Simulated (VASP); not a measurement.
Input:

```
CELL_PARAMETERS angstrom
      0.00000     2.02247     2.02247
      2.02247     0.00000     2.02247
      2.02247     2.02247     0.00000
ATOMIC_POSITIONS crystal
  Ag 0.00000 0.00000 0.00000
```

Level of theory: TPSS meta-GGA, VASP's PBE PAW potentials (set 64) (plane waves; VASP). Numerical set-up: 520 eV cut-off, 15×15×15 Γ-centred mesh, first-order Methfessel-Paxton smearing of 0.10 eV, potentials Ag.

Task: Give the stress tensor in GPa (positive for a compressed cell).

Result: 
```
3.69  0.00  0.00
0.00  3.69  0.00
0.00  0.00  3.69
```
The pressure is its mean diagonal, 3.69 GPa.

The compound is Ag in the fcc structure. This cell is one point of a volume scan, at 0.97 of the reference volume.
